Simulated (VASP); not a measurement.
Here is the system:

```
Sb
1.0
    5.19314     0.00000     0.00000
   -2.59657     4.49739     0.00000
    0.00000     0.00000     6.34540
Sb
4
Direct
  0.33333   0.66667   0.02304
  0.66667   0.33333   0.52304
  0.66667   0.33333   0.97696
  0.33333   0.66667   0.47696
```

These are PBEsol GGA, VASP's PBE PAW potentials (set 64) (plane waves; VASP 6.6.1) values and carry that method's errors. Numerical set-up: 400 eV cut-off, Gaussian smearing of 0.050 eV, potentials Sb.

Give the energies of bands 3 to 13 at the high-symmetry points, in eV from the Fermi level.

```
band      Γ      M      K      A      L      H
----  -----  -----  -----  -----  -----  -----
3     -8.25  -8.88  -8.29  -6.91  -9.00  -9.32
4     -5.08  -7.62  -8.29  -6.91  -9.00  -9.32
5     -4.95  -4.64  -5.08  -3.00  -3.69  -4.30
6     -3.75  -4.46  -4.10  -3.00  -3.69  -4.30
7     -3.75  -3.57  -4.10  -3.00  -2.27  -1.58
8     -2.01  -2.60  -3.10  -3.00  -2.27  -1.58
9     -1.88  -2.55  -0.41  -2.03  -1.19  -0.07
10    -1.88  -0.52  -0.41  -2.03  -1.19  -0.07
11    -0.22   1.61   1.63   0.69   0.39   0.36
12    -0.22   2.02   1.63   0.69   0.39   0.36
13     2.04   3.64   1.84   0.69   2.62   0.89
```

It has no gap at this level: it comes out as a metal or semimetal.

The structure was generated: Sb was put into the lonsdaleite type (P6_3/mmc), which need not be its known phase. It was relaxed first, which changed the volume by +9 %.
